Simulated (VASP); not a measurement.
VASP input:

**KPOINTS**
```
K-points
0
Gamma
 8 8 8
0 0 0
```

POSCAR:
```
ZnSe
1.0
  0.0000000000   2.8173442065   2.8173442065
  2.8173442065   0.0000000000   2.8173442065
  2.8173442065   2.8173442065   0.0000000000
Zn Se
1 1
Cartesian
  0.0000000000   0.0000000000   0.0000000000
  1.4086721033   1.4086721033   1.4086721033
```

### INCAR
```
# general
SYSTEM =ZnSe
PREC   =Accurate
ENCUT  =500
LREAL  =F
LASPH  =T

# electronic loop
EDIFF  =1E-6
NELM   =100
ALGO   =Normal
LMAXMIX=4

# smearing
ISMEAR =0
SIGMA  =0.05

# functional
GGA    =PS

# ions
IBRION =2
NSW    =40
ISIF   =3
EDIFFG =-0.02

# output
LWAVE  =F
LCHARG =F
```

POTCAR, in this order: Zn Se (PBE.64 set). Program: vasp_std.

**Question.** Write an equivalent input for Ansatz.

**Answer.** One equivalent input (not run):
Ansatz 0.2 input:
```yaml
crystal:
  lattice:
    - [0.0000000, 2.8173442, 2.8173442]
    - [2.8173442, 0.0000000, 2.8173442]
    - [2.8173442, 2.8173442, 0.0000000]
  atoms:
    - { symbol: Zn, position: [0.0000000, 0.0000000, 0.0000000] }
    - { symbol: Se, position: [0.2500000, 0.2500000, 0.2500000] }
kpoints:
  mp_grid: { grid: [8, 8, 8] }
hamiltonian:
  xc: pbesol
  pseudopotentials: { kind: paw }
scf:
  occupations: { method: gaussian, width: 0.05 }
  max_iter: 100
relax:
  max_steps: 40
  f_tol: 0.02
  cell: {}
output: { forces: true, stress: true, eigenvalues: true }
```
The two are equivalent in intent, not identical: each code has its own PAW files, so the cut-off isn't converted (ENCUT is set for VASP's; basis.ecutwfc is left out, and Ansatz then takes the one that its files recommend); Ansatz stops its SCF on the density residual and VASP on the energy change (EDIFF).

The structure was generated: ZnSe was put into the zinc blende type (F-43m), which need not be its known phase. This run relaxes it. Symmetry was kept, so distortions that lower it aren't found.
